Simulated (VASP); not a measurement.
Ni:

```
Ni
1.0
     0.00000    1.73114    1.73114
     1.73114    0.00000    1.73114
     1.73114    1.73114    0.00000
Ni
1
Direct
  0.00000 0.00000 0.00000
```

Base run:

```yaml
Program: VASP 6.6.1
Functional: PBEsol
Potentials_or_basis: VASP PAW PBE potentials, release 64 (Ni)
Cutoff: 900 eV
k_mesh: 20 × 20 × 20
Occupations: gaussian, width 0.1 eV
Spin: collinear spin, ferromagnetic start
Starting_moments: "[1.0] μB"
```

Its results: band gap on the k mesh none (metal or under the smearing width); pressure 0.1 GPa; net moment 0.62 μB per cell; site moments Ni +0.63 μB.

After a change of settings the same cell gave: band gap on the k mesh none (metal or under the smearing width); pressure 1.0 GPa; net moment 0.41 μB per cell; site moments Ni +0.41 μB. Which change was it?
A. functional from PBEsol to r2SCAN; cutoff from 900 eV to 520 eV; further incar settings from ALGO = Fast; EDIFF = 1e-06 to ALGO = Normal; EDIFF = 1e-06
B. cutoff from 900 eV to 520 eV; k mesh from 20 × 20 × 20 to 32 × 32 × 32
C. cutoff from 900 eV to 700 eV
D. cutoff from 900 eV to 520 eV; occupations from gaussian, width 0.1 eV to gaussian, width 0.5 eV

D.

Caveats: the PAW data sets were made with another functional, which shifts forces and pressure a little.

Not every run made on this cell is shown here.
